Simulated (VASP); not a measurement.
The input files of a VASP run:

### KPOINTS
```
kpoints
0
G
6 6 6
0 0 0
```

File POSCAR:
```
ZnGeP2
1
   -2.7148511748     2.7148511748     5.3510809277
    2.7148511748    -2.7148511748     5.3510809277
    2.7148511748     2.7148511748    -5.3510809277
Zn Ge P
2 2 4
Direct
  0.0000000000   1.0000000000   1.0000000000
  0.7500000000   0.2500000000   0.5000000000
  0.5000000000   0.5000000000   0.0000000000
  0.2500000000   0.7500000000   0.5000000000
  0.8750000000   0.8728443708   0.4978443708
  0.1271556292   0.6250000000   0.0021556292
  0.3750000000   0.3771556292   0.5021556292
  0.6228443708   0.1250000000   0.9978443708
```

### INCAR
```
SYSTEM = ZnGeP2
PREC = Accurate
ENCUT = 500
EDIFF = 1E-6
NELM = 100
ALGO = Normal
LREAL = .FALSE.
LASPH = .TRUE.
ISMEAR = 0
SIGMA = 0.05
GGA = PS
LMAXMIX = 4
LWAVE = .FALSE.
LCHARG = .FALSE.
IBRION = 2
ISIF = 3
NSW = 40
EDIFFG = -0.02
```

POTCAR, in this order: Zn Ge_d P (PBE.64 set). Program: vasp_std.

Translate this PBEsol calculation to Quantum ESPRESSO's pw.x.

One equivalent input (not run):
```
&CONTROL
  calculation = 'vc-relax'
  pseudo_dir = './pseudo'
  outdir = './out'
  tprnfor = .true.
  tstress = .true.
  nstep = 40
  forc_conv_thr = 0.00078
/
&SYSTEM
  ibrav = 0
  nat = 8
  ntyp = 3
  ecutwfc = 84
  occupations = 'smearing'
  smearing = 'gaussian'
  degauss = 0.003675
  input_dft = 'pbesol'
/
&ELECTRONS
  conv_thr = 7.3e-08
  electron_maxstep = 100
/
&IONS
/
&CELL
/
ATOMIC_SPECIES
  Zn 65.380 Zn.upf
  Ge 72.630 Ge.upf
  P 30.974 P.upf
CELL_PARAMETERS angstrom
    -2.7148512    2.7148512    5.3510809
     2.7148512   -2.7148512    5.3510809
     2.7148512    2.7148512   -5.3510809
ATOMIC_POSITIONS crystal
  Zn   0.0000000  1.0000000  1.0000000
  Zn   0.7500000  0.2500000  0.5000000
  Ge   0.5000000  0.5000000  0.0000000
  Ge   0.2500000  0.7500000  0.5000000
  P    0.8750000  0.8728444  0.4978444
  P    0.1271556  0.6250000  0.0021556
  P    0.3750000  0.3771556  0.5021556
  P    0.6228444  0.1250000  0.9978444
K_POINTS automatic
  6 6 6 0 0 0
```
What does not carry over: the potentials are each code's own (VASP's PAW set, PseudoDojo norm-conserving files in pw.x), so ENCUT and ecutwfc are chosen apart and not converted; conv_thr bounds pw.x's estimated SCF error, while EDIFF bounds the energy change between steps; forc_conv_thr acts on force components and is met together with etot_conv_thr.

The compound is ZnGeP2 in the chalcopyrite structure. It was relaxed first.
